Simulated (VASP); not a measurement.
The system is HoO.

```
CELL_PARAMETERS angstrom
3.06403 0.00000 0.00000
-1.53202 2.65353 0.00000
0.00000 0.00000 2.99034
ATOMIC_POSITIONS crystal
Ho 0.00000 0.00000 0.00000
O 0.66667 0.33333 0.50000
```

The cell comes from a database or a generator and needn't be the stable form of this composition.

Base run:

- Program: VASP 6.6.1
- Functional: r2SCAN
- Potentials or basis: VASP PAW PBE potentials, release 64 (Ho, O)
- Cutoff: 520 eV
- k mesh: 7 × 7 × 6
- Occupations: gaussian, width 0.05 eV
- Spin: no spin polarisation
- Hubbard terms: Ho f U = 4 eV

Its results: band gap on the k mesh none (metal or under the smearing width); pressure 27.9 GPa.

Problem. After a change of settings the same cell gave: band gap on the k mesh none (metal or under the smearing width); pressure 30.6 GPa. Which change was it?
A. spin from no spin polarisation to collinear spin, ferromagnetic start; further incar settings from ALGO = Normal; EDIFF = 1e-07 to ALGO = Normal; EDIFF = 1e-06; NBANDS = 24
B. spin from no spin polarisation to collinear spin, zero start; further incar settings from ALGO = Normal; EDIFF = 1e-07 to ALGO = Normal; EDIFF = 1e-06; NBANDS = 24
C. hubbard terms from Ho f U = 4 eV to Ho f U = 2 eV; further incar settings from ALGO = Normal; EDIFF = 1e-07 to ALGO = Normal; EDIFF = 1e-06; NBANDS = 20
D. spin from no spin polarisation to collinear spin, random start; further incar settings from ALGO = Normal; EDIFF = 1e-07 to ALGO = Normal; EDIFF = 1e-06

Solution. C.

Caveats: the PAW data sets were made with another functional, which shifts forces and pressure a little; an odd number of electrons without spin polarisation forces a metal; a magnetic or distorted state may lie lower; the run has no spin polarisation, though such a crystal can be magnetic; U without spin polarisation on a metal has little footing; a pressure of tens of GPa on the cell as given is suspect, and the run, the potentials or the cell itself is likely at fault (some runs).
